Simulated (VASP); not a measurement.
## VSi11C12 (a cell with a defect): single point with PBEsol+U

The system is VSi11C12 (a cell with a defect).

```xyz
24
Lattice="0.0000 6.5370 6.5370 4.3580 0.0000 4.3580 4.3580 4.3580 0.0000" Properties=species:S:1:pos:R:3 pbc="T T T"
V     4.3668    6.5509   10.8796
Si    6.5389    2.1997    4.3440
Si    2.1802    0.0178    2.1771
Si    4.3700    2.2009    2.1747
Si    4.3618    2.1985    6.5383
Si    6.5313    4.3810    6.5365
Si    2.1645    2.2136    4.3595
Si    4.3605    4.3742    4.3549
Si    4.3521    4.3702    8.7066
Si    6.5436    6.5464    8.7099
Si    2.1972    4.3603    6.5384
Si    4.3537    6.5567    6.5366
C     1.1273    1.1546    1.1183
C     3.2344    3.2511    1.1184
C     3.2275    1.1655    3.2356
C     5.4508    3.2924    3.2635
C     1.0735    3.2963    3.2666
C     3.2766    5.4613    3.2605
C     3.2810    3.2774    5.4469
C     5.4421    5.4686    5.4459
C     1.1445    5.3952    5.4003
C     3.2656    7.6415    5.4416
C     3.2667    5.4692    7.6287
C     5.4525    7.6377    7.6263
```

```
Program             : VASP 6.6.1
Task                : single point
Functional          : PBEsol
Potentials or basis : VASP PAW PBE potentials, release 64 (V_sv, Si, C)
Cutoff              : 450 eV
k mesh              : 3 × 4 × 4
Occupations         : gaussian, width 0.03 eV
Spin                : collinear spin, ferromagnetic start
Starting moments    : [1.0, 0.0, 0.0, 0.0, 0.0, 0.0, 0.0, 0.0, 0.0, 0.0, 0.0, 0.0, 0.0, 0.0, 0.0, 0.0, 0.0, 0.0, 0.0, 0.0, 0.0, 0.0, 0.0, 0.0] μB
Fixed moment        : 1 μB
Hubbard terms       : V d U = 3 eV
```

```
Largest force                                         : 0.120 eV/Å
Net moment                                            : 1.00 μB per cell
Site moments                                          : V +1.02; Si +0.02, +0.00, +0.01; C -0.03, -0.00, -0.02 μB
Valence electrons inside the program's atomic spheres : V 11.80; Si 1.70, 1.68, 1.69; C 2.55, 2.54, 2.53
```

Forces on the atoms (eV/Å):
```
V    0.039  0.013  0.020
Si   0.009 -0.002  0.019
Si  -0.003  0.016 -0.027
Si   0.028  0.010 -0.005
Si  -0.037 -0.028 -0.008
Si   0.002 -0.006  0.043
Si   0.005  0.016  0.004
Si  -0.029  0.006  0.017
Si  -0.036  0.028  0.012
Si   0.009 -0.019 -0.032
Si  -0.005 -0.014 -0.013
Si   0.013 -0.014  0.007
C    0.048 -0.044 -0.080
C   -0.094  0.015 -0.073
C   -0.098 -0.023  0.062
C    0.009 -0.008 -0.016
C    0.021  0.012  0.002
C    0.011  0.016 -0.006
C    0.009 -0.001 -0.003
C    0.019  0.003 -0.005
C    0.070  0.029  0.073
C    0.015 -0.011  0.003
C    0.008 -0.007 -0.007
C   -0.015  0.013  0.011
```

Eigenvalues of the final occupation matrices:
| site | spin | trace | eigenvalues |
| --- | --- | --- | --- |
| site 1 d | 1 | 2.09 | 0.10 0.34 0.37 0.41 0.87 |
| site 1 d | 2 | 1.08 | 0.06 0.08 0.29 0.31 0.34 |

It took 7 min on 4 MPI ranks on Intel(R) Xeon(R) Platinum 8559C (Emerald Rapids) (shared host), peak memory 0.75 GiB a rank.

Caveat: the PAW data sets were made with another functional, which shifts forces and pressure a little; the total moment is fixed, so each spin has its own Fermi level; the U is typed as a test and isn't derived for this compound. The state reached can hang on the start; a lower one may exist.
